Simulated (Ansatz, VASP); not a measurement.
**Two plane-wave programs on HfCl4F**

File INCAR:

```
SYSTEM = HfCl4F
PREC = Accurate
ENCUT = 520
EDIFF = 1E-6
ISMEAR = 0
SIGMA = 0.1
LREAL = .False.
LASPH = .True.
NELM = 60
ALGO = Normal
ISIF = 2
LWAVE = .False.
LCHARG = .True.
GGA = PE
LELF = .True.
LVHAR = .True.
NBANDS = 32
```

KPOINTS

```
regular mesh
0
Gamma
  4 4 4
  0 0 0
```

File POSCAR:

```
HfCl4F
1.0
    0.0000000000      4.0897342100      4.0897342100
    4.0897342100      0.0000000000      4.0897342100
    4.0897342100      4.0897342100      0.0000000000
Hf Cl F
1 4 1
Direct
    0.2500000000      0.2500000000      0.2500000000
    0.8761717800      0.3714846700      0.8761717800
    0.8761717800      0.8761717800      0.3714846700
    0.8761717800      0.8761717800      0.8761717800
    0.3714846700      0.8761717800      0.8761717800
    0.5000000000      0.5000000000      0.5000000000
```

Input for Ansatz:

```yaml
crystal:
  lattice:
    - [0.0, 4.08973421, 4.08973421]
    - [4.08973421, 0.0, 4.08973421]
    - [4.08973421, 4.08973421, 0.0]
  atoms:
    - { symbol: Hf, position: [0.25, 0.25, 0.25] }
    - { symbol: Cl, position: [0.87617178, 0.37148467, 0.87617178] }
    - { symbol: Cl, position: [0.87617178, 0.87617178, 0.37148467] }
    - { symbol: Cl, position: [0.87617178, 0.87617178, 0.87617178] }
    - { symbol: Cl, position: [0.37148467, 0.87617178, 0.87617178] }
    - { symbol: F, position: [0.5, 0.5, 0.5] }
basis:
  ecutwfc: 420
kpoints:
  mp_grid: { grid: [4, 4, 4] }
hamiltonian:
  xc: pbe
scf:
  occupations: { method: gaussian, width: 0.1 }
  lower_state_search: "off"
output:
  forces: true
  stress: true
  eigenvalues: true
```

Change from the starting cell: species swapped into the DyCdNi4 type (F-43m, No. 216).

Alike in both runs: task single point; functional PBE; k mesh 4 × 4 × 4; occupations gaussian, width 0.1 eV; no spin polarisation.

|  | VASP | Ansatz |
| --- | --- | --- |
| version | VASP 6.6.1 | Ansatz 0.2.0 |
| potentials or method | VASP PAW PBE potentials, release 64 (Hf_pv, Cl, F) | scalar-relativistic, plane waves, PAW |
| plane-wave cutoff (eV) | 520 | 420 |
| valence electrons in the cell | 45 | 61 |

Ansatz gave:

| Property | Result |
| --- | --- |
| gap on the k mesh at the Fermi level (eV) | none |
| pressure (GPa) | -6.8 |
| rms of the force components (eV/Å) | 0.101 |

Q: What did VASP give for the same quantities?

A: gap on the k mesh at the Fermi level (eV): none; pressure (GPa): -7.0; rms of the force components (eV/Å): 0.100.

Atom by atom the forces differ by 0.002 eV/Å (rms over components). A gap of «none» marks a metal or a gap that the smearing closes. The two sets of potentials don't hold the same shells in valence.

Caveats: an odd number of electrons without spin polarisation forces a metal; a magnetic or distorted state may lie lower. The runs have no spin-orbit coupling, so splittings on Hf are missing.
